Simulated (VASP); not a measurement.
Computed with revTPSS meta-GGA, VASP's PBE PAW potentials (set 64) (plane waves; VASP).

VASP input:

**INCAR**
```
# general
SYSTEM  = CrO2
PREC    = Accurate
ENCUT   = 520   # plane-wave cut-off (eV)
LREAL   = .FALSE.
LASPH   = .TRUE.   # aspherical one-centre terms

# electronic loop
EDIFF   = 1E-6   # SCF stop (eV)
NELM    = 100   # most electronic steps
ALGO    = Normal
LMAXMIX = 4   # l cut-off of mixed one-centre charges
LMIXTAU = .TRUE.

# smearing
ISMEAR  = 1
SIGMA   = 0.1   # width (eV)

# functional
METAGGA = RTPSS

# spin
ISPIN   = 2   # spin-polarised
MAGMOM  = 2*2.1 4*-0.1

# ions
IBRION  = 2   # conjugate gradients
NSW     = 60   # most ionic steps
ISIF    = 3   # ions, shape and volume
EDIFFG  = -0.02

# output
LWAVE   = .FALSE.
LCHARG  = .FALSE.
LORBIT  = 10
```

File KPOINTS:
```
Regular mesh
0
gamma
  6 6 9
```

POSCAR:
```
CrO2
1
    4.4298261841     0.0000000000     0.0000000000
   -0.0000000000     4.4298261841     0.0000000000
    0.0000000000     0.0000000000     2.9286424449
Cr O
2 4
Direct
  0.0000000000   0.0000000000   0.0000000000
  0.5000000000   0.5000000000   0.5000000000
  0.3028045736   0.3028045736   0.0000000000
  0.8028045736   0.1971954264   0.5000000000
  0.1971954264   0.8028045736   0.5000000000
  0.6971954264   0.6971954264   0.0000000000
```

POTCAR, in this order: Cr_pv O (PBE.64 set). Program: vasp_std.

What VASP printed:

**OUTCAR**
```
 ion  position               nearest neighbor table
   1  0.000  0.000  0.000-   3 1.90   6 1.90   5 1.92   4 1.92   4 1.92   5 1.92
   2  0.500  0.500  0.500-   4 1.90   5 1.90   3 1.92   6 1.92   3 1.92   6 1.92
   3  0.303  0.303  0.000-   1 1.90   2 1.92   2 1.92
   4  0.803  0.197  0.500-   2 1.90   1 1.92   1 1.92
   5  0.197  0.803  0.500-   2 1.90   1 1.92   1 1.92
   6  0.697  0.697  0.000-   1 1.90   2 1.92   2 1.92
  LATTYP: Found a simple tetragonal cell.
 ALAT       =     4.4298261841
 C/A-ratio  =     0.6611190424
 Subroutine PRICEL returns:
 Original cell was already a primitive cell.
 Subroutine GETGRP returns: Found 16 space group operations
The static configuration has the point symmetry D_2h.
 The point group associated with its full space group is D_4h.
The dynamic configuration has the point symmetry D_2h.
The overall configuration has the point symmetry D_2h.
 Subroutine INISYM returns: Found 16 space group operations
 Subroutine IBZKPT returns following result:
 Found     50 irreducible k-points:

 Following reciprocal coordinates:
            Coordinates               Weight
  0.000000  0.000000  0.000000      1.000000
  0.166667  0.000000  0.000000      4.000000
  0.333333  0.000000  0.000000      4.000000
  0.500000  0.000000  0.000000      2.000000
  0.166667  0.166667  0.000000      4.000000
  0.333333  0.166667  0.000000      8.000000
  0.500000  0.166667  0.000000      4.000000
  0.333333  0.333333  0.000000      4.000000
  0.500000  0.333333  0.000000      4.000000
  0.500000  0.500000  0.000000      1.000000
  0.000000  0.000000  0.111111      2.000000
  0.166667  0.000000  0.111111      8.000000
  0.333333  0.000000  0.111111      8.000000
  0.500000  0.000000  0.111111      4.000000
  0.166667  0.166667  0.111111      8.000000
  0.333333  0.166667  0.111111     16.000000
  0.500000  0.166667  0.111111      8.000000
...
```

### OSZICAR
```
       N       E                     dE             d eps       ncg     rms          rms(c)
DAV:   1     0.672535970264E+03    0.67254E+03   -0.27302E+04  6000   0.187E+03
DAV:   2     0.798593344655E+02   -0.59268E+03   -0.56655E+03  6378   0.561E+02
DAV:   3     0.136589089641E+02   -0.66200E+02   -0.63049E+02  7978   0.183E+02
DAV:   4     0.116096657869E+02   -0.20492E+01   -0.20144E+01  7098   0.318E+01
DAV:   5     0.115617908360E+02   -0.47875E-01   -0.47800E-01  7234   0.460E+00    0.440E+01
DAV:   6    -0.568713640786E+02   -0.68433E+02   -0.35055E+02  6700   0.195E+02    0.207E+01
DAV:   7    -0.542648240665E+02    0.26065E+01   -0.19013E+01  7560   0.431E+01    0.104E+01
DAV:   8    -0.545442784599E+02   -0.27945E+00   -0.13245E+01  7052   0.393E+01    0.109E+01
DAV:   9    -0.533501235550E+02    0.11942E+01   -0.26362E+00  7378   0.112E+01    0.374E+00
DAV:  10    -0.535167753975E+02   -0.16665E+00   -0.14782E+00  6158   0.760E+00    0.238E+00
DAV:  11    -0.534799719647E+02    0.36803E-01   -0.64266E-02  7016   0.217E+00    0.180E+00
DAV:  12    -0.534743632967E+02    0.56087E-02   -0.11050E-01  6136   0.198E+00    0.725E-01
DAV:  13    -0.534708907347E+02    0.34726E-02   -0.18135E-02  7854   0.860E-01    0.248E-01
DAV:  14    -0.534712811247E+02   -0.39039E-03   -0.21931E-03  7242   0.319E-01    0.171E-01
DAV:  15    -0.534710070888E+02    0.27404E-03   -0.77290E-04  6804   0.196E-01    0.615E-02
DAV:  16    -0.534710515812E+02   -0.44492E-04   -0.34224E-04  6452   0.123E-01    0.198E-02
DAV:  17    -0.534710536473E+02   -0.20660E-05   -0.15707E-05  7230   0.360E-02    0.123E-02
DAV:  18    -0.534710533713E+02    0.27593E-06   -0.30291E-06  4930   0.125E-02
   1 F= -.53471053E+02 E0= -.53471182E+02  d E =-.534711E+02  mag=     4.0000
```

**OUTCAR**
```
------------------------ aborting loop because EDIFF is reached ----------------------------------------
  FORCE on cell =-STRESS in cart. coord.  units (eV):
  Direction    XX          YY          ZZ          XY          YZ          ZX
  --------------------------------------------------------------------------------------
  Total       -0.0726929     -0.0726929      0.0067392      0.0000000      0.0000000      0.0000000
  in kB       -2.0265761     -2.0265761      0.1878799      0.0000000      0.0000000      0.0000000
  external PRESSURE =      -1.2884241 kB  Pullay stress =       0.0000000 kB
  volume of cell :       57.47
      direct lattice vectors                 reciprocal lattice vectors
     4.429826184  0.000000000  0.000000000     0.225742492  0.000000000  0.000000000
     0.000000000  4.429826184  0.000000000     0.000000000  0.225742492  0.000000000
     0.000000000  0.000000000  2.928642445     0.000000000  0.000000000  0.341455135
 POSITION                                       TOTAL-FORCE (eV/Angst)
 -----------------------------------------------------------------------------------
      0.00000      0.00000      0.00000         0.000000      0.000000      0.000000
      2.21491      2.21491      1.46432         0.000000      0.000000      0.000000
      1.34137      1.34137      0.00000         0.009817      0.009817     -0.000000
      3.55628      0.87354      1.46432         0.009817     -0.009817      0.000000
      0.87354      3.55628      1.46432        -0.009817      0.009817     -0.000000
      3.08845      3.08845      0.00000        -0.009817     -0.009817      0.000000
 -----------------------------------------------------------------------------------
    total drift:                                0.000000      0.000000      0.000000
  FREE ENERGIE OF THE ION-ELECTRON SYSTEM (eV)
  ---------------------------------------------------
  free  energy   TOTEN  =       -53.4710533713 eV

  energy  without entropy=      -53.4714402675  energy(sigma->0) =      -53.47118234

 total charge

# of ion       s       p       d       tot
------------------------------------------
    1        0.361   6.443   3.995  10.799
    2        0.361   6.443   3.995  10.799
    3        1.561   3.447   0.000   5.008
    4        1.561   3.447   0.000   5.008
    5        1.561   3.447   0.000   5.008
    6        1.561   3.447   0.000   5.008
--------------------------------------------------
tot          6.965  26.675   7.990  41.630

 magnetization (x)

# of ion       s       p       d       tot
------------------------------------------
    1       -0.010   0.030   2.070   2.090
    2       -0.010   0.030   2.070   2.090
    3       -0.002  -0.080   0.000  -0.082
    4       -0.002  -0.080   0.000  -0.082
    5       -0.002  -0.080   0.000  -0.082
    6       -0.002  -0.080   0.000  -0.082
--------------------------------------------------
tot         -0.027  -0.262   4.141   3.852

 reached required accuracy - stopping structural energy minimisation
```
(Selected blocks of OUTCAR.)

The compound is CrO2 in the rutile structure. It was relaxed first. The start is the result of an earlier pass.
